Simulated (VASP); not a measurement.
Output of a VASP run:

**OUTCAR**
```
 ion  position               nearest neighbor table
   1  0.500  0.500  0.583-   3 2.83   4 2.83   4 2.83   3 2.83   5 2.85   5 2.85   5 2.85   5 2.85
                             3 2.94   4 2.94   3 2.94   4 2.94   2 3.47   2 3.47   2 3.47   2 3.47
   2  0.000  0.000  0.100-   5 1.86   4 2.02   3 2.02   3 2.02   4 2.02   5 2.28   1 3.47   1 3.47
                             1 3.47   1 3.47   1 3.56   1 3.56   1 3.56   1 3.56
   3  0.000  0.500  0.064-   2 2.02   2 2.02   1 2.83   1 2.83   1 2.94   1 2.94
   4  0.500  0.000  0.064-   2 2.02   2 2.02   1 2.83   1 2.83   1 2.94   1 2.94
   5  0.000  0.000  0.549-   2 1.86   2 2.28   1 2.85   1 2.85   1 2.85   1 2.85
  LATTYP: Found a simple tetragonal cell.
 ALAT       =     4.0215050000
 C/A-ratio  =     1.0281377246
 Subroutine PRICEL returns:
 Original cell was already a primitive cell.
 Subroutine GETGRP returns: Found  8 space group operations
The static configuration has the point symmetry C_4v.
The dynamic configuration has the point symmetry C_4v.
 Subroutine INISYM returns: Found  8 space group operations
 Subroutine IBZKPT returns following result:
 Found      6 irreducible k-points:

 Following reciprocal coordinates:
            Coordinates               Weight
  0.000000  0.000000  0.000000      1.000000
  0.500000  0.000000  0.000000      2.000000
  0.500000  0.500000  0.000000      1.000000
  0.000000  0.000000  0.500000      1.000000
  0.500000  0.000000  0.500000      2.000000
  0.500000  0.500000  0.500000      1.000000
 Subroutine IBZKPT_HF returns following result:
   k-points           NKPTS =      6   k-points in BZ     NKDIM =      8   number of bands    NBANDS=     24
   number of dos      NEDOS =    301   number of ions     NIONS =      5
   total plane-waves  NPLWV =  21952
   dimension x,y,z NGX =    28 NGY =   28 NGZ =   28
   dimension x,y,z NGXF=    56 NGYF=   56 NGZF=   56
   ions per type =               1   1   3
   PREC   = accura    normal or accurate (medium, high low for compatibility)
   ISTART =      0    job   : 0-new  1-cont  2-samecut
   ICHARG =      2    charge: 1-file 2-atom 10-const
   ISPIN  =      1    spin polarized calculation?
   LNONCOLLINEAR =      F non collinear calculations
   LSORBIT =      F    spin-orbit coupling
   INIWAV =      1    electr: 0-lowe 1-rand  2-diag
   ENCUT  =  400.0 eV  29.40 Ry    5.42 a.u.   6.56  6.56  6.74*2*pi/ulx,y,z
   NELM   =    100;   NELMIN=  2; NELMDL= -5     # of ELM steps
   EDIFF  = 0.1E-05   stopping-criterion for ELM
   LREAL  =      F    real-space projection
   NLSPLINE    = F    spline interpolate recip. space projectors
   LMAXMIX     =    4 max onsite mixed and CHGCAR
   VOSKOWN=      0    Vosko Wilk Nusair interpolation
   EDIFFG = 0.1E-04   stopping-criterion for IOM
   NSW    =      0    number of steps for IOM
   NBLOCK =      1;   KBLOCK =      1    inner block; outer block
   IBRION =     -1    ionic relax: 0-MD 1-quasi-New 2-CG
   NFREE  =      0    steps in history (QN), initial steepest desc. (CG)
   ISIF   =      2    stress and relaxation
   ISYM   =      3    0-nonsym 1-usesym 2-fastsym
   TEIN   =    0.0    initial temperature
   TEBEG  =    0.0;   TEEND  =   0.0 temperature during run
   SMASS  =  -3.00    Nose mass-parameter (am)
   PSTRESS=    0.0 pullay stress
   NELECT =      40.0000    total number of electrons
   EFERMI =   0.00;   METHOD = LEGACY
   ISMEAR =     0;   SIGMA  =   0.05  broadening in eV -4-tet -1-fermi 0-gaus
   IALGO  =     38    algorithm
   LDIAG  =      T    sub-space diagonalisation (order eigenvalues)
   IMIX   =      1    mixing-type and parameters
     AMIX     =   0.40;   BMIX     =  1.00
     AMIX_MAG =   1.60;   BMIX_MAG =  1.00
     AMIN     =   0.10
   GGA     = PE    functional components
   VOSKOWN =     0    Vosko Wilk Nusair interpolation
   LHFCALC =     T    Hartree Fock is set to
   NKREDX  =     1    reduce k-point grid by
   AEXX    =    0.2500 exact exchange contribution
   HFSCREEN=    0.0000 screening length (either q_TF or 0.3 A-1)
   HFRCUT  =   -1.0000 spherical cutoff for potential kernel
   AGGAX   =    0.7500 GGA exchange part
   ALDAC   =    1.0000 LDA correlation
   AGGAC   =    1.0000 GGA correlation
  energy-cutoff  :      400.00
...
```

**OSZICAR**
```
       N       E                     dE             d eps       ncg     rms          rms(c)
DAV:   1    -0.126330463474E+04   -0.12633E+04   -0.17488E+04   288   0.146E+03
DAV:   2    -0.167200738758E+04   -0.40870E+03   -0.39753E+03   408   0.431E+02
DAV:   3    -0.170325774392E+04   -0.31250E+02   -0.31228E+02   384   0.125E+02
DAV:   4    -0.170445669704E+04   -0.11990E+01   -0.11984E+01   432   0.215E+01
DAV:   5    -0.648248579510E+02    0.16396E+04   -0.56273E+00   384   0.266E+01    0.241E+01
DAV:   6    -0.484966500778E+02    0.16328E+02   -0.52414E+01   360   0.790E+01    0.950E+00
DAV:   7    -0.513303423673E+02   -0.28337E+01   -0.17001E+01   408   0.243E+01    0.836E+00
DAV:   8    -0.507056497294E+02    0.62469E+00   -0.24307E+00   376   0.160E+01    0.351E+00
DAV:   9    -0.508277341714E+02   -0.12208E+00   -0.96401E-01   336   0.608E+00    0.198E+00
DAV:  10    -0.508013089845E+02    0.26425E-01   -0.82280E-02   344   0.364E+00    0.849E-01
DAV:  11    -0.508070458818E+02   -0.57369E-02   -0.53446E-02   352   0.147E+00    0.652E-01
DAV:  12    -0.508063658370E+02    0.68004E-03   -0.64245E-03   328   0.110E+00    0.365E-01
DAV:  13    -0.508068386092E+02   -0.47277E-03   -0.32806E-03   352   0.513E-01    0.217E-01
DAV:  14    -0.508069239648E+02   -0.85356E-04   -0.24469E-04   352   0.201E-01    0.119E-01
DAV:  15    -0.508069871586E+02   -0.63194E-04   -0.24988E-04   376   0.118E-01    0.754E-02
DAV:  16    -0.508070134709E+02   -0.26312E-04   -0.32587E-05   376   0.664E-02    0.467E-02
DAV:  17    -0.508070237832E+02   -0.10312E-04   -0.17127E-05   344   0.393E-02    0.278E-02
DAV:  18    -0.508070285129E+02   -0.47298E-05   -0.23535E-06   304   0.156E-02    0.165E-02
DAV:  19    -0.508070305716E+02   -0.20587E-05   -0.15958E-06   232   0.106E-02    0.103E-02
DAV:  20    -0.508070316236E+02   -0.10519E-05   -0.52136E-07   176   0.734E-03    0.655E-03
DAV:  21    -0.508070322156E+02   -0.59198E-06   -0.28598E-07   176   0.493E-03
   1 F= -.50807032E+02 E0= -.50807032E+02  d E =-.121065E-30
```

File OUTCAR:
```
------------------------ aborting loop because EDIFF is reached ----------------------------------------
  FORCE on cell =-STRESS in cart. coord.  units (eV):
  Direction    XX          YY          ZZ          XY          YZ          ZX
  --------------------------------------------------------------------------------------
  Total       -4.1669084     -4.1669084     -3.7349761      0.0000000      0.0000000      0.0000000
  in kB      -99.8406502    -99.8406502    -89.4913950      0.0000000      0.0000000      0.0000000
  external PRESSURE =     -96.3908985 kB  Pullay stress =       0.0000000 kB
  volume of cell :       66.87
      direct lattice vectors                 reciprocal lattice vectors
     4.021505000  0.000000000  0.000000000     0.248663125  0.000000000  0.000000000
     0.000000000  4.021505000  0.000000000     0.000000000  0.248663125  0.000000000
     0.000000000  0.000000000  4.134661000     0.000000000  0.000000000  0.241857797
 POSITION                                       TOTAL-FORCE (eV/Angst)
 -----------------------------------------------------------------------------------
      2.01075      2.01075      2.40861        -0.000000     -0.000000      0.148642
      0.00000      0.00000      0.41363         0.000000      0.000000      2.241016
      0.00000      2.01075      0.26553         0.000000     -0.000000     -0.541255
      2.01075      0.00000      0.26553         0.000000     -0.000000     -0.541255
      0.00000      0.00000      2.26980         0.000000     -0.000000     -1.307149
 -----------------------------------------------------------------------------------
    total drift:                               -0.000009     -0.000006      0.004163
  FREE ENERGIE OF THE ION-ELECTRON SYSTEM (eV)
  ---------------------------------------------------
  free  energy   TOTEN  =       -50.8070322156 eV

  energy  without entropy=      -50.8070322156  energy(sigma->0) =      -50.80703222

  exchange ACFDT corr.  =         0.00000000  see jH, gK, PRB 81, 115126
```
(Selected blocks of OUTCAR.)

POSCAR:
```
BaTiO3
1
    4.0215050000     0.0000000000     0.0000000000
    0.0000000000     4.0215050000     0.0000000000
    0.0000000000     0.0000000000     4.1346610000
Ba Ti O
1 1 3
Direct
  0.5000000000   0.5000000000   0.5825400000
  0.0000000000   0.0000000000   0.1000400000
  0.0000000000   0.5000000000   0.0642200000
  0.5000000000   0.0000000000   0.0642200000
  0.0000000000   0.0000000000   0.5489700000
```

### Question
Write an INCAR and KPOINTS that could have produced this output.

### Answer
Several could match; the one computed here: the input of the run itself, PBE0 hybrid, plane waves, VASP's PBE PAW potentials (set 64).

INCAR:
```
SYSTEM = BaTiO3
PREC = Accurate
ENCUT = 400
EDIFF = 1E-6
NELM = 100
ALGO = Normal
LREAL = .FALSE.
LASPH = .TRUE.
ISMEAR = 0
SIGMA = 0.05
GGA = PE
AEXX = 0.25
HFRCUT = -1
LHFCALC = .TRUE.
PRECFOCK = Fast
ISYM = 3
LMAXMIX = 4
LWAVE = .FALSE.
LCHARG = .FALSE.
ISIF = 2
```

### KPOINTS
```
Automatic mesh
0
Gamma
2 2 2
0 0 0
```

POTCAR, in this order: Ba_sv Ti_sv O (PBE.64 set). Program: vasp_std.

At this cut-off the stress carries a Pulay error, which pulls relaxed volumes low.

The structure comes from a computed database's BaTiO3 entry; how it stands against other phases isn't given here. The cell was not relaxed at this level. The k-mesh is coarse (spacing up to 0.78 per Å, 2π included), so the numbers may not be converged in it. The run is one of a series of settings (KPOINTS 2×2×2 Γ-centred mesh against the base run), some of them coarse on purpose.
